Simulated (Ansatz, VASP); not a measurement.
# Two plane-wave programs on Na3Sb2

INCAR

```
PREC = Accurate
ENCUT = 520
EDIFF = 1E-6
ISMEAR = 0
SIGMA = 0.1
LREAL = False
LASPH = True
NELM = 100
ALGO = Normal
ISIF = 2
LWAVE = False
LCHARG = False
GGA = PE
NBANDS = 42
```

The input KPOINTS:

```
regular mesh
0
Gamma
  3 3 3
```

The input POSCAR:

```
Na3Sb2
1.0
    3.3639038426      1.9421507890      6.1228101529
   -3.3639038426      1.9421507890      6.1228101529
    0.0000000000     -3.8843015782      6.1228101529
Na Sb
6 4
Direct
    0.0562500000      0.4437500000      0.7500000000
    0.7500000000      0.0562500000      0.4437500000
    0.4437500000      0.7500000000      0.0562500000
    0.9437500000      0.5562500000      0.2500000000
    0.2500000000      0.9437500000      0.5562500000
    0.5562500000      0.2500000000      0.9437500000
    0.8521800000      0.8521800000      0.8521800000
    0.6478200000      0.6478200000      0.6478200000
    0.1478200000      0.1478200000      0.1478200000
    0.3521800000      0.3521800000      0.3521800000
```

Input for Ansatz:

```yaml
crystal:
  lattice:
    - [3.3639038426, 1.942150789, 6.1228101529]
    - [-3.3639038426, 1.942150789, 6.1228101529]
    - [0.0, -3.8843015782, 6.1228101529]
  atoms:
    - { symbol: Na, position: [0.05625, 0.44375, 0.75] }
    - { symbol: Na, position: [0.75, 0.05625, 0.44375] }
    - { symbol: Na, position: [0.44375, 0.75, 0.05625] }
    - { symbol: Na, position: [0.94375, 0.55625, 0.25] }
    - { symbol: Na, position: [0.25, 0.94375, 0.55625] }
    - { symbol: Na, position: [0.55625, 0.25, 0.94375] }
    - { symbol: Sb, position: [0.85218, 0.85218, 0.85218] }
    - { symbol: Sb, position: [0.64782, 0.64782, 0.64782] }
    - { symbol: Sb, position: [0.14782, 0.14782, 0.14782] }
    - { symbol: Sb, position: [0.35218, 0.35218, 0.35218] }
basis:
  ecutwfc: 420
kpoints:
  mp_grid: { grid: [3, 3, 3] }
hamiltonian:
  xc: pbe
scf:
  occupations: { method: gaussian, width: 0.1 }
  lower_state_search: "off"
output:
  forces: true
  stress: true
  eigenvalues: true
```

Alike in both runs: task single point; functional PBE; k mesh 3 × 3 × 3; occupations gaussian, width 0.1 eV; no spin polarisation.

|  | VASP | Ansatz |
| --- | --- | --- |
| version | VASP 6.6.1 | Ansatz 0.2.0 |
| potentials or method | VASP PAW PBE potentials, release 64 (Na_pv, Sb) | scalar-relativistic, plane waves, PAW |
| plane-wave cutoff (eV) | 520 | 420 |
| valence electrons in the cell | 62 | 114 |

```csv
,VASP,Ansatz,Ansatz less VASP
gap on the k mesh at the Fermi level (eV),none,none,-
pressure (GPa),16.9,16.8,-0.04
largest component of the traceless stress (GPa),1.95,1.96,+0.015
rms of the force components (eV/Å),0.237,0.241,+0.0037
```

Atom by atom the forces differ by 0.004 eV/Å (rms over components). A gap of «none» marks a metal or a gap that the smearing closes. The two sets of potentials don't hold the same shells in valence.

Caveats: the k mesh is coarse (spacing up to 0.38 Å⁻¹), so the values aren't converged; so large a pressure means that the cell lies far from this level's equilibrium, or that cutoff or potentials fall short (VASP). The runs have no spin-orbit coupling, so splittings on Sb are missing.
